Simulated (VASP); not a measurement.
A convergence study with VASP on TiO₂ (rutile): one setting is varied, all else stays as given below, so the limit is that of these other settings. ε∞ is the independent-particle value.

```xyz
6
Lattice="4.5900 0.0000 0.0000 0.0000 4.5900 0.0000 0.0000 0.0000 2.9600" Properties=species:S:1:pos:R:3 pbc="T T T"
Ti     0.0000     0.0000     0.0000
Ti     2.2950     2.2950     1.4800
O      1.4000     1.4000     0.0000
O      3.6949     0.8951     1.4800
O      0.8951     3.6949     1.4800
O      3.1900     3.1900     0.0000
```

All values below come from PBEsol GGA, VASP's PBE PAW potentials (set 64) (plane waves; VASP). The tightest run used: 700 eV cut-off, 4×4×6 Γ-centred mesh, Gaussian smearing of 0.050 eV, potentials Ti_sv O.

Q: The settings run are NBANDS = 25; NBANDS = 26; NBANDS = 28; NBANDS = 32; NBANDS = 40; NBANDS = 56; NBANDS = 88; NBANDS = 152. From which on does the mean ε∞ stay within 0.3  of the tightest run?

A: From NBANDS = 56 on: it is off by 0.08 there and by no more than 0.3 in any finer run, while NBANDS = 40 is off by 0.38.
```csv
setting,mean ε∞,bands,difference judged ()
NBANDS = 25,2.95,25,5.31
NBANDS = 26,4.09,26,4.17
NBANDS = 28,5.33,28,2.93
NBANDS = 32,6.94,32,1.32
NBANDS = 40,7.88,40,0.38
NBANDS = 56,8.18,56,0.08
NBANDS = 88,8.25,88,0.01
NBANDS = 152,8.26,152,0.00
```

Left out are rungs that failed or repeat a setting and relaxations that didn't move; long series are thinned to 24 rows.

The compound is TiO2 in the rutile structure. The cell was not relaxed at this level, forces remain on its atoms.
